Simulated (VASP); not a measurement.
Data:

```
Pd
1.0
    2.58689     0.00000     0.00000
    0.00000     2.58689     0.00000
    0.00000     0.00000     2.58689
Pd
1
Direct
  0.00000   0.00000   0.00000
```

Computed with r2SCAN meta-GGA with spin-orbit coupling, VASP's PBE PAW potentials (set 64) (plane waves; VASP 6.6.1). Numerical set-up: 400 eV cut-off, 13×13×13 Γ-centred mesh, Gaussian smearing of 0.050 eV, potentials Pd.

Q: Give the energies of bands 1 to 12 at the high-symmetry points, in eV from the Fermi level.

A: 
| band | Γ | X | M | R |
|---|---|---|---|---|
| 1 | -6.10 | -4.32 | -5.06 | -4.25 |
| 2 | -6.10 | -4.32 | -5.06 | -4.25 |
| 3 | -4.81 | -4.07 | -3.61 | -4.25 |
| 4 | -4.81 | -4.07 | -3.61 | -4.25 |
| 5 | -4.81 | -1.80 | -1.49 | -4.01 |
| 6 | -4.81 | -1.80 | -1.49 | -4.01 |
| 7 | -0.17 | -1.62 | -1.31 | 1.36 |
| 8 | -0.17 | -1.62 | -1.31 | 1.36 |
| 9 | -0.17 | 0.11 | 1.26 | 1.36 |
| 10 | -0.17 | 0.11 | 1.26 | 1.36 |
| 11 | 0.17 | 0.62 | 5.73 | 11.25 |
| 12 | 0.17 | 0.62 | 5.73 | 11.25 |

It has no gap at this level: it comes out as a metal or semimetal.

The structure was generated: Pd was put into the simple-cubic type (Pm-3m), which need not be its known phase. It was relaxed first, which changed the volume by +5 %.
